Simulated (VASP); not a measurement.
Given:

```
CELL_PARAMETERS angstrom
      1.60762    -2.78449     0.00000
      1.60762     2.78449     0.00000
      0.00000     0.00000    12.78499
ATOMIC_POSITIONS crystal
  W  0.33333 0.66667 0.25000
  W  0.66667 0.33333 0.75000
  Se 0.33333 0.66667 0.87920
  Se 0.66667 0.33333 0.37920
  Se 0.66667 0.33333 0.12080
  Se 0.33333 0.66667 0.62080
```

The numbers are results of vdW-DF-cx, VASP's PBE PAW potentials (set 64) (plane waves; VASP), not measurements. Numerical set-up: 520 eV cut-off, 8×8×2 Γ-centred mesh, Gaussian smearing of 0.050 eV, potentials W_sv Se.

Task: The ions and cell shape at fixed volume are relaxed. Predict the relaxed structure.

Result: 
```
CELL_PARAMETERS angstrom
      1.62477    -2.81418     0.00000
      1.62477     2.81418     0.00000
      0.00000     0.00000    12.51663
ATOMIC_POSITIONS crystal
  W  0.33333 0.66667 0.25000
  W  0.66667 0.33333 0.75000
  Se 0.33333 0.66667 0.88511
  Se 0.66667 0.33333 0.38511
  Se 0.66667 0.33333 0.11489
  Se 0.33333 0.66667 0.61489
```
Space group P6_3/mmc (194), at a tolerance of 0.03 Å.

Task: How much energy does the relaxation gain?

Result: The energy (σ→0) changes by -25.8 meV/atom, in 8 ionic steps.

The compound is WSe2 in the 2H layered structure. This cell is one point of a volume scan, at 0.94 of the reference volume. Symmetry was kept, so distortions that lower it aren't found.
